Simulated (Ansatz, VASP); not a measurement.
# Al11P7O34 (glassy 61Al2O3-39P2O5 (mol %)) in two plane-wave programs, part 2 of 2

Aim: how closely do two programs agree when they are given the same cell, functional and k mesh? Of the first pair: The structure shown is the start of the Ansatz relaxation below; VASP solves that cell, so the two are compared at the walk's first step.

VASP 6.6.1 and Ansatz 0.2.0.

So far. Step 3 (VASP: single point, r2SCAN, start cell, pair 1): The run ends at a pressure of -2.96 GPa, with forces up to 0.78 eV/Å.

## Step 6: VASP: single point, r2SCAN, relaxed cell, pair 2

Level of this step: r2SCAN; plane waves and PAW (Al, P, O) (VASP).

The same cell, functional, mesh and smearing now go to VASP, with its own data sets.

Contents of INCAR:

```
SYSTEM = Al11P7O34
PREC = Accurate
ENCUT = 660
EDIFF = 1E-06
NELM = 120
ISMEAR = -1
SIGMA = 0.05
LREAL = Auto
ALGO = Normal
METAGGA = R2SCAN
LASPH = .TRUE.
NBANDS = 344
LORBIT = 11
LWAVE = .FALSE.
LCHARG = .FALSE.
ISIF = 2
GGA_COMPAT = .FALSE.
EFERMI = MIDGAP
LMIXTAU = .TRUE.
NCORE = 2
```

Contents of POSCAR:

```
Al11P7O34
1.0
   10.6782800000     -0.1328400000      0.1885400000
   -0.1341700000     10.7084600000     -0.0487600000
    0.1904300000     -0.0487600000     10.9119000000
Al P O
22 14 68
Direct
    0.1714100000      0.1312000000      0.2370300000
    0.8858000000      0.9870900000      0.8919300000
    0.5589100000      0.4700600000      0.0033000000
    0.9686500000      0.8018200000      0.1134800000
    0.3893300000      0.9060000000      0.8511500000
    0.4476100000      0.1771600000      0.8335000000
    0.4436800000      0.8377700000      0.4429100000
    0.6396800000      0.0066000000      0.4705200000
    0.4589300000      0.5355500000      0.4756200000
    0.9259400000      0.9904900000      0.3605600000
    0.8991400000      0.2550000000      0.2507800000
    0.0791200000      0.1226300000      0.5770600000
    0.0306600000      0.7931500000      0.6862300000
    0.6558000000      0.7921500000      0.8136300000
    0.8467600000      0.9791300000      0.6535000000
    0.7520400000      0.7439900000      0.5691400000
    0.5317900000      0.7633900000      0.0664700000
    0.3624000000      0.0654300000      0.5949600000
    0.8793600000      0.4339800000      0.7155600000
    0.9057200000      0.5088400000      0.1566700000
    0.3150100000      0.5849600000      0.0774000000
    0.7073700000      0.8864600000      0.2539900000
    0.2468000000      0.6643000000      0.8097000000
    0.1650300000      0.8320600000      0.4388900000
    0.5975400000      0.2556600000      0.2021500000
    0.0122200000      0.3795000000      0.4694600000
    0.3848400000      0.2703600000      0.4018800000
    0.7035300000      0.2134000000      0.6698200000
    0.7995800000      0.5941700000      0.9382500000
    0.2548500000      0.8830600000      0.0998800000
[... 68 atom lines left out ...]
    0.7508000000      0.3506100000      0.6581800000
    0.9057200000      0.7375800000      0.6079600000
    0.5970700000      0.2131000000      0.7678000000
    0.3677400000      0.7972700000      0.1266000000
    0.5677300000      0.1226800000      0.1482000000
    0.1491500000      0.3059600000      0.9090300000
```

Contents of KPOINTS:

```
Automatic mesh
0
Gamma
1 1 1
0 0 0
```

Potentials, in the order of the species: Al, P and O (PBE family, release 64).

The run is started by

```
mpirun -np 8 vasp_gam
```

Numbers of over 12 decimals in the logs are rounded to 6 here.

Output:

```text
[banner, memory and clock lines left out]
running    8 mpi-ranks, on    1 nodes
[...]
[... a notice as in an earlier step ...]

 LDA part: xc-table for (None), standard interpolation
 POSCAR, INCAR and KPOINTS ok, starting setup
[...]
entering main loop
       N       E                     dE             d eps       ncg     rms          rms(c)
DAV:   1     0.544480520846E+04    0.54448E+04   -0.37965E+05   696   0.194E+03
DAV:   2    -0.749205843533E+03   -0.61940E+04   -0.59939E+04   864   0.420E+02
DAV:   3    -0.123736927521E+04   -0.48816E+03   -0.48490E+03   800   0.124E+02
DAV:   4    -0.124720427615E+04   -0.98350E+01   -0.97896E+01   824   0.188E+01
[...]
DAV:  22    -0.973180617945E+03   -0.40360E-04   -0.17673E-05   744   0.130E-02    0.335E-03
DAV:  23    -0.973180620359E+03   -0.24143E-05   -0.21495E-06   512   0.443E-03    0.213E-03
DAV:  24    -0.973180620960E+03   -0.60030E-06   -0.58833E-07   512   0.213E-03
   1 F= -.97318062E+03 E0= -.97318062E+03  d E =-.609655E-19
```

Parts of OUTCAR (step 6):

```text
  Total      -20.3522420    -13.5556478    -13.7711010      0.1609689      0.8825081     -0.1856688
  in kB      -26.1459052    -17.4145276    -17.6913138      0.2067918      1.1337312     -0.2385231
  external PRESSURE =     -20.4172489 kB  Pullay stress =       0.0000000 kB

 POSITION                                       TOTAL-FORCE (eV/Angst)
 -----------------------------------------------------------------------------------
      1.85790      1.37062      2.61237         0.049421     -0.003087      0.016057
[...]
8.10339      9.73883      8.83977        -0.004716      0.008200     -0.007180
      9.65510      3.50695      4.45417         0.169956      0.032857      0.062014
      2.55620     10.65651      1.97825        -0.032693     -0.139200     -0.124458
      1.51851      7.27948      4.43161         0.016890      0.019204     -0.148527
      2.95996      9.81846     10.55661         0.024856     -0.084952      0.162332
      2.55000      6.10001      2.47152        -0.198001      0.029625      0.100544
      4.53435      7.27608      5.34789        -0.001737      0.031528     -0.003915
      0.08019      6.53999      2.54144         0.124698     -0.066646      0.055805
     10.49501      9.91420      8.25584        -0.000818     -0.005324      0.010761
      4.46062      2.17355      5.75954        -0.067616      0.041520     -0.174788
      6.06561      9.49703      3.92270         0.004556     -0.007809      0.007234
      9.58116      6.52742      0.50645        -0.098535     -0.007681     -0.056376
[...]
-----------------------------------------------------------------------------------
    total drift:                                0.006291     -0.021109     -0.010190

  FREE ENERGIE OF THE ION-ELECTRON SYSTEM (eV)
  ---------------------------------------------------
  free  energy   TOTEN  =      -973.1806209598 eV

  energy  without entropy=     -973.1806209598  energy(sigma->0) =     -973.18062096

[... 1 part as in an earlier step ...]

[... 2 further parts left out ...]
[key lines of the parts left out:]
E-fermi :   4.7942
```

The run ends at a pressure of -2.04 GPa, with forces up to 0.26 eV/Å.

## Step 7: Comparison

What differs besides the data sets and the points named for the pairs above, as far as they apply: the cutoff is 500 eV in Ansatz and 660 eV in VASP (PREC = Accurate, projectors in real space). Total energies have different zeros and are not compared.

Both answers:

```tsv
quantity	Ansatz	VASP	difference
pressure (GPa)	-0.87	-2.04	+1.17
gap on the k mesh (eV)	4.590	4.577	+0.014
```

Forces on 7 of the 104 atoms, those with the largest forces and the largest differences (eV/Å; atoms numbered as in POSCAR):

```tsv
atom	Ansatz x, y, z	VASP x, y, z
O38	0.004, 0.001, -0.007	0.151, 0.095, 0.097
O53	-0.013, -0.001, 0.016	-0.198, 0.030, 0.101
O69	0.002, -0.009, -0.002	-0.123, 0.148, 0.079
O73	0.001, -0.008, 0.014	-0.123, -0.031, 0.159
O75	-0.017, 0.006, -0.018	-0.046, 0.011, -0.222
O84	0.005, 0.016, -0.010	0.143, 0.090, -0.196
O89	0.001, -0.031, 0.003	-0.075, -0.195, -0.033
```

The forces differ by 72 meV/Å r.m.s., where the r.m.s. force is 0.012 eV/Å in Ansatz and 0.075 eV/Å in VASP: the atoms lie near their places of rest in Ansatz, so a percentage would say little (all taken over all components). A gap on the mesh is an upper bound, since the band edges may lie between its points.

## Step 8: Results

| Quantity | Value |
| --- | --- |
| r.m.s. force difference (single point, r2SCAN, start cell, pair 1) | 66 meV/Å |
| r.m.s. force difference (single point, r2SCAN, relaxed cell, pair 2) | 72 meV/Å |
| difference in pressure (single point, r2SCAN, relaxed cell, pair 2) | 1.2 GPa |

What this shows: The r.m.s. force difference is 72 meV/Å (single point, r2SCAN, relaxed cell, pair 2), beyond the 12 meV/Å picked in this series as the mark of a large difference. What causes the difference of the single point, r2SCAN, start cell, pair 1 pair stays open here. By the marks of this series, far apart in the single point, r2SCAN, relaxed cell, pair 2 pair: the r.m.s. force difference, 72 meV/Å and the difference in pressure, 1.2 GPa. What causes the difference of the single point, r2SCAN, relaxed cell, pair 2 pair stays open here. How closely two codes agree says nothing of how well the functional describes the real material.

[Lines on the potential files, build, host, timing and source positions are cut from VASP's logs without a mark.]

[Logs are printed without paths, hosts, clocks, repeated set-up lines and the standing remarks that a program may print on its own settings, such as how far it seeks lower states.]

[Hosts, paths, dates, database ids (printed as entryN), source tags and the programs' standing remarks are cut or masked in the printed files.]
